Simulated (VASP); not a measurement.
A convergence study with VASP on KTaO3 (cubic perovskite): a few settings are varied, all else stays as given below, so the limit is that of these other settings. The cell's lengths are 1 % over those of the tabulated start and one atom is moved, so it is off equilibrium.

```yaml
crystal:
  lattice:
    - [4.02990, 0.00000, 0.00000]
    - [0.00000, 4.02990, 0.00000]
    - [0.00000, 0.00000, 4.02990]
  atoms:
    - { symbol: K, position: [0.00000, 0.00000, 0.00000] }
    - { symbol: Ta, position: [0.50000, 0.50000, 0.50000] }
    - { symbol: O, position: [0.50000, 0.00000, 0.50000] }
    - { symbol: O, position: [0.00000, 0.50000, 0.50000] }
    - { symbol: O, position: [0.51504, 0.50000, 0.00000] }
```

Method: LDA (Ceperley-Alder, Perdew-Zunger), VASP's LDA PAW potentials (set 64) (plane waves; VASP 6.6.1). The last row used: 900 eV cut-off, 4×4×4 Γ-centred mesh, Gaussian smearing of 0.050 eV, potentials K_sv Ta_pv O_h.

Unless said otherwise, spin-orbit coupling is left out, though it shifts the bands of the heavy elements here. Gaps are read on the run's mesh, which can miss a band edge. Energies of different potentials or hybrids have different zeros.

| setting | E (eV/atom) | pressure (GPa) | largest force (eV/Å) | gap on the mesh (eV) | plane waves |
|---|---|---|---|---|---|
| ENCUT = 300, POTCAR K_sv Ta_pv O | -9.0736 | -44.51 | 0.284 | 1.881 | 804 |
| ENCUT = 520, POTCAR K_sv Ta_pv O | -8.9835 | -10.19 | 0.312 | 1.934 | 1791 |
| ENCUT = 900, POTCAR K_sv Ta_pv O | -8.9882 | -10.11 | 0.312 | 1.938 | 4032 |
| ENCUT = 300, POTCAR K_pv Ta_pv O | -9.0536 | -43.42 | 0.283 | 1.878 | 804 |
| ENCUT = 400, POTCAR K_pv Ta_pv O | -8.9775 | -13.60 | 0.314 | 1.941 | 1213 |
| ENCUT = 520, POTCAR K_pv Ta_pv O | -8.9643 | -9.26 | 0.311 | 1.931 | 1791 |
| ENCUT = 700, POTCAR K_pv Ta_pv O | -8.9681 | -9.48 | 0.312 | 1.934 | 2800 |
| ENCUT = 900, POTCAR K_pv Ta_pv O | -8.9689 | -9.19 | 0.312 | 1.935 | 4032 |
| ENCUT = 300, POTCAR K_sv Ta O | -9.0807 | -44.86 | 0.285 | 1.832 | 804 |
| ENCUT = 400, POTCAR K_sv Ta O | -9.0028 | -14.95 | 0.315 | 1.896 | 1213 |
| ENCUT = 520, POTCAR K_sv Ta O | -8.9895 | -10.63 | 0.313 | 1.887 | 1791 |
| ENCUT = 700, POTCAR K_sv Ta O | -8.9933 | -10.84 | 0.313 | 1.890 | 2800 |
| ENCUT = 900, POTCAR K_sv Ta O | -8.9941 | -10.55 | 0.313 | 1.890 | 4032 |
| ENCUT = 300, POTCAR K_sv Ta_pv O_s | -8.9815 | -11.50 | 0.311 | 1.932 | 804 |
| ENCUT = 400, POTCAR K_sv Ta_pv O_s | -8.9792 | -10.23 | 0.312 | 1.931 | 1213 |
| ENCUT = 520, POTCAR K_sv Ta_pv O_s | -8.9825 | -10.23 | 0.311 | 1.933 | 1791 |
| ENCUT = 700, POTCAR K_sv Ta_pv O_s | -8.9831 | -10.04 | 0.312 | 1.933 | 2800 |
| ENCUT = 900, POTCAR K_sv Ta_pv O_s | -8.9833 | -10.03 | 0.312 | 1.933 | 4032 |
| ENCUT = 300, POTCAR K_sv Ta_pv O_h | -7.9985 | -196.97 | 0.199 | 0.866 | 804 |
| ENCUT = 400, POTCAR K_sv Ta_pv O_h | -8.3868 | -131.87 | 0.362 | 1.728 | 1213 |
| ENCUT = 520, POTCAR K_sv Ta_pv O_h | -8.8175 | -63.51 | 0.328 | 1.845 | 1791 |
| ENCUT = 700, POTCAR K_sv Ta_pv O_h | -8.9760 | -19.73 | 0.307 | 1.938 | 2800 |
| ENCUT = 900, POTCAR K_sv Ta_pv O_h | -8.9890 | -10.58 | 0.311 | 1.941 | 4032 |

Left out are rungs that failed or repeat a setting and relaxations that didn't move; long series are thinned to 24 rows.

The compound is KTaO3 in the cubic perovskite structure. The cell was not relaxed at this level, it is distorted from the ideal structure.
